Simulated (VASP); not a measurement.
An input for Quantum ESPRESSO's pw.x (written as the equivalent of a VASP run, and not itself run):

```
&CONTROL
  calculation = 'scf'
  pseudo_dir = './pseudo'
  outdir = './out'
  tprnfor = .true.
  tstress = .true.
/
&SYSTEM
  ibrav = 0
  nat = 12
  ntyp = 1
  ecutwfc = 76
  occupations = 'tetrahedra'
  input_dft = 'pbesol'
/
&ELECTRONS
  conv_thr = 7.3e-09
  electron_maxstep = 100
/
ATOMIC_SPECIES
  B 10.810 B.upf
CELL_PARAMETERS angstrom
     4.3994008   -2.4398096    0.0011164
     4.3994008    2.4398096    0.0011164
     3.0453204    0.0000000    4.0041749
ATOMIC_POSITIONS crystal
  B    0.0105811  0.6538718  0.0105811
  B    0.0105811  0.0105811  0.6538718
  B    0.6538718  0.0105811  0.0105811
  B    0.9894189  0.3461282  0.9894189
  B    0.9894189  0.9894189  0.3461282
  B    0.3461282  0.9894189  0.9894189
  B    0.2217275  0.6296202  0.2217275
  B    0.2217275  0.2217275  0.6296202
  B    0.6296202  0.2217275  0.2217275
  B    0.7782725  0.3703798  0.7782725
  B    0.7782725  0.7782725  0.3703798
  B    0.3703798  0.7782725  0.7782725
K_POINTS automatic
  6 6 6 0 0 0
```

Q: Translate this input to VASP (INCAR, KPOINTS, POSCAR, choice of POTCAR).

A: Several could match; the one computed here: 
File KPOINTS:
```
Automatic mesh
0
gamma
6 6 6
```

### INCAR
```
# general
SYSTEM = B
PREC   = Accurate
ENCUT  = 520
LREAL  = F
LASPH  = T

# electronic loop
EDIFF  = 1E-7
NELM   = 100
ALGO   = Normal

# smearing
ISMEAR = -5

# functional
GGA    = PS

# ions
ISIF   = 2

# output
LWAVE  = F
LCHARG = T
LORBIT = 11
NEDOS  = 601

# other
LEFG   = T
```

File POSCAR:
```
B
1
    4.3994007846    -2.4398096240     0.0011163686
    4.3994007846     2.4398096240     0.0011163686
    3.0453203651     0.0000000000     4.0041748570
B
12
Direct
  0.0105810894   0.6538717805   0.0105810893
  0.0105810893   0.0105810893   0.6538717805
  0.6538717805   0.0105810894   0.0105810893
  0.9894189106   0.3461282195   0.9894189107
  0.9894189107   0.9894189107   0.3461282195
  0.3461282195   0.9894189106   0.9894189107
  0.2217275459   0.6296201577   0.2217275459
  0.2217275459   0.2217275459   0.6296201577
  0.6296201577   0.2217275459   0.2217275459
  0.7782724541   0.3703798423   0.7782724541
  0.7782724541   0.7782724541   0.3703798423
  0.3703798423   0.7782724541   0.7782724541
```

POTCAR, in this order: B (PBE.64 set). Program: vasp_std.

Limits of the translation: the potentials are each code's own (VASP's PAW set, PseudoDojo norm-conserving files in pw.x), so ENCUT and ecutwfc are chosen apart and not converted; conv_thr bounds pw.x's estimated SCF error, while EDIFF bounds the energy change between steps; the field gradients of LEFG aren't asked of the other code.

The compound is B in the alpha structure. It was relaxed first.
